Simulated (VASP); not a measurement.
Calculation: MS2 meta-GGA, VASP's PBE PAW potentials (set 64) (plane waves; VASP).

The input files of a VASP run:

KPOINTS:
```
Automatic mesh
0
Gamma
9 9 9
0 0 0
```

**INCAR**
```
# general
SYSTEM  = SiC
PREC    = Accurate
ENCUT   = 520
LREAL   = .FALSE.
LASPH   = .TRUE.

# electronic loop
EDIFF   = 1E-6
NELM    = 100
ALGO    = Normal
LMIXTAU = .TRUE.

# smearing
ISMEAR  = 0
SIGMA   = 0.05

# functional
METAGGA = MS2

# ions
IBRION  = 2
NSW     = 60
ISIF    = 3
EDIFFG  = -0.01

# output
LWAVE   = .FALSE.
LCHARG  = .FALSE.
```

### POSCAR
```
SiC
1.0
  0.0000000000   2.1800000000   2.1800000000
  2.1800000000   0.0000000000   2.1800000000
  2.1800000000   2.1800000000   0.0000000000
Si C
1 1
Cartesian
  0.0000000000   0.0000000000   0.0000000000
  1.0900000000   1.0900000000   1.0900000000
```

POTCAR, in this order: Si C (PBE.64 set). Program: vasp_std.

The resulting files:

File OSZICAR:
```
       N       E                     dE             d eps       ncg     rms          rms(c)
DAV:   1    -0.121114279233E+02   -0.12111E+02   -0.38585E+03   576   0.787E+02
DAV:   2    -0.314318746123E+02   -0.19320E+02   -0.17589E+02   768   0.101E+02
DAV:   3    -0.317260154304E+02   -0.29414E+00   -0.29414E+00   632   0.153E+01
DAV:   4    -0.317267323933E+02   -0.71696E-03   -0.71696E-03   848   0.762E-01
DAV:   5    -0.317267332591E+02   -0.86579E-06   -0.86579E-06   640   0.159E-02    0.109E+01
DAV:   6    -0.203630379010E+02    0.11364E+02   -0.86392E+00   720   0.184E+01    0.454E+00
DAV:   7    -0.209817843488E+02   -0.61875E+00   -0.69651E-01   576   0.946E+00    0.254E+00
DAV:   8    -0.211024719562E+02   -0.12069E+00   -0.12682E+00   688   0.977E+00    0.103E+00
DAV:   9    -0.211193989646E+02   -0.16927E-01   -0.16256E-01   584   0.400E+00    0.500E-01
DAV:  10    -0.212711931036E+02   -0.15179E+00   -0.28627E-01   560   0.617E+00    0.202E-01
DAV:  11    -0.212754992841E+02   -0.43062E-02   -0.13950E-02   664   0.141E+00    0.178E-01
DAV:  12    -0.212794614050E+02   -0.39621E-02   -0.27197E-03   688   0.514E-01    0.927E-02
DAV:  13    -0.212803051449E+02   -0.84374E-03   -0.55177E-03   592   0.711E-01    0.497E-02
DAV:  14    -0.212807215909E+02   -0.41645E-03   -0.49832E-04   560   0.323E-01    0.588E-02
DAV:  15    -0.212807169544E+02    0.46365E-05   -0.60055E-05   704   0.887E-02    0.425E-02
DAV:  16    -0.212808084812E+02   -0.91527E-04   -0.16564E-04   568   0.116E-01    0.930E-03
DAV:  17    -0.212808042789E+02    0.42023E-05   -0.10051E-05   824   0.327E-02    0.150E-02
DAV:  18    -0.212808056839E+02   -0.14049E-05   -0.15475E-06   344   0.138E-02    0.470E-03
DAV:  19    -0.212808073798E+02   -0.16959E-05   -0.54255E-07   288   0.978E-03    0.149E-03
DAV:  20    -0.212808085127E+02   -0.11329E-05   -0.55140E-07   280   0.725E-03    0.294E-04
DAV:  21    -0.212808082338E+02    0.27890E-06   -0.36588E-08   280   0.216E-03
   1 F= -.21280808E+02 E0= -.21280808E+02  d E =-.212808E+02
       N       E                     dE             d eps       ncg     rms          rms(c)
DAV:   1    -0.212796098001E+02    0.11987E-02   -0.37662E-02   624   0.173E+00    0.235E-01
DAV:   2    -0.212807308904E+02   -0.11211E-02   -0.26259E-03   560   0.622E-01    0.121E-01
DAV:   3    -0.212806735842E+02    0.57306E-04   -0.68189E-04   592   0.280E-01    0.216E-02
DAV:   4    -0.212807085402E+02   -0.34956E-04   -0.59031E-05   648   0.104E-01    0.209E-02
DAV:   5    -0.212807179502E+02   -0.94100E-05   -0.61707E-05   576   0.837E-02    0.107E-02
DAV:   6    -0.212806653666E+02    0.52584E-04   -0.74734E-05   560   0.116E-01    0.982E-03
DAV:   7    -0.212807148245E+02   -0.49458E-04   -0.28546E-05   560   0.697E-02    0.562E-03
DAV:   8    -0.212807057234E+02    0.91011E-05   -0.10740E-06   528   0.133E-02    0.111E-03
DAV:   9    -0.212807092347E+02   -0.35113E-05   -0.12207E-07   288   0.528E-03    0.449E-04
DAV:  10    -0.212807080134E+02    0.12213E-05   -0.15205E-08   280   0.183E-03    0.255E-04
DAV:  11    -0.212807088516E+02   -0.83818E-06   -0.34022E-09   280   0.805E-04
   2 F= -.21280709E+02 E0= -.21280709E+02  d E =0.993822E-04
       N       E                     dE             d eps       ncg     rms          rms(c)
DAV:   1    -0.212809579873E+02   -0.24997E-03   -0.10224E-02   624   0.898E-01    0.123E-01
DAV:   2    -0.212812891798E+02   -0.33119E-03   -0.71299E-04   560   0.325E-01    0.630E-02
DAV:   3    -0.212812026408E+02    0.86539E-04   -0.19488E-04   592   0.149E-01    0.113E-02
DAV:   4    -0.212812425023E+02   -0.39861E-04   -0.13968E-05   696   0.495E-02    0.110E-02
DAV:   5    -0.212812386486E+02    0.38537E-05   -0.18021E-05   576   0.448E-02    0.525E-03
DAV:   6    -0.212812581867E+02   -0.19538E-04   -0.17460E-05   560   0.573E-02    0.517E-03
DAV:   7    -0.212812488872E+02    0.92995E-05   -0.67815E-06   560   0.348E-02    0.308E-03
DAV:   8    -0.212812544523E+02   -0.55651E-05   -0.32705E-07   280   0.778E-03    0.769E-04
DAV:   9    -0.212812524418E+02    0.20106E-05   -0.57275E-08   280   0.333E-03    0.266E-04
DAV:  10    -0.212812531906E+02   -0.74882E-06   -0.58315E-09   280   0.107E-03
   3 F= -.21281253E+02 E0= -.21281253E+02  d E =-.444957E-03
```

OUTCAR:
```
------------------------ aborting loop because EDIFF is reached ----------------------------------------
  FORCE on cell =-STRESS in cart. coord.  units (eV):
  Direction    XX          YY          ZZ          XY          YZ          ZX
  --------------------------------------------------------------------------------------
  Total        0.0018750      0.0018750      0.0018750     -0.0000000      0.0000000      0.0000000
  in kB        0.1457817      0.1457817      0.1457817     -0.0000000      0.0000000      0.0000000
  external PRESSURE =       0.1457817 kB  Pullay stress =       0.0000000 kB
  volume of cell :       20.61
      direct lattice vectors                 reciprocal lattice vectors
     0.000000000  2.175989132  2.175989132    -0.229780559  0.229780559  0.229780559
     2.175989132  0.000000000  2.175989132     0.229780559 -0.229780559  0.229780559
     2.175989132  2.175989132 -0.000000000     0.229780559  0.229780559 -0.229780559
  FREE ENERGIE OF THE ION-ELECTRON SYSTEM (eV)
  ---------------------------------------------------
  free  energy   TOTEN  =       -21.2812531906 eV

  energy  without entropy=      -21.2812531906  energy(sigma->0) =      -21.28125319

 reached required accuracy - stopping structural energy minimisation
```
(Selected blocks of OUTCAR.)

### CONTCAR
```
SiC
   1.00000000000000
     0.0000000000000000    2.1759891321703329    2.1759891321703329
     2.1759891321703329    0.0000000000000000    2.1759891321703329
     2.1759891321703329    2.1759891321703329   -0.0000000000000000
  Si              C
     1     1
Direct
     0.0000000000000000    0.0000000000000000    0.0000000000000000
     0.2500000000000000    0.2500000000000000    0.2500000000000000
```

The compound is SiC in the zinc blende structure. This run relaxes it. Symmetry was kept, so distortions that lower it aren't found.
